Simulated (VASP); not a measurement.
Given:

```xyz
6
Lattice="4.3972 0.0000 0.0000 0.0000 4.3972 0.0000 0.0000 0.0000 2.8511" Properties=species:S:1:pos:R:3 pbc="T T T"
Mn     4.3972     0.0000     2.8511
Mn     2.1986     2.1986     1.4256
O      1.3346     1.3346     2.8511
O      3.5331     0.8640     1.4256
O      0.8640     3.5331     1.4256
O      3.0626     3.0626     0.0000
```
Starting moments (μB, in the order of the record's atoms Mn Mn O O O O): 2.4 -2.4 0.0 0.0 0.0 0.0.

The numbers are results of optB86b-vdW, VASP's PBE PAW potentials (set 64) (plane waves; VASP), not measurements. Settings: 520 eV cut-off, 8×8×12 Γ-centred mesh, tetrahedra with Blöchl corrections, potentials Mn_pv O.

The cores are frozen, which limits the accuracy of field gradients.

Q: Give the principal components of the electric field gradient (V/Å²) and the asymmetry η at each nucleus.

A: 
```csv
atom,Vxx,Vyy,Vzz,η
Mn1,-4.5,-4.4,8.9,0.01
Mn2,-4.5,-4.4,8.9,0.01
O3,60.8,25.6,-86.3,0.41
O4,60.8,25.6,-86.3,0.41
O5,60.8,25.6,-86.3,0.41
O6,60.8,25.6,-86.3,0.41
```

The compound is MnO2 in the rutile structure. It was relaxed first.
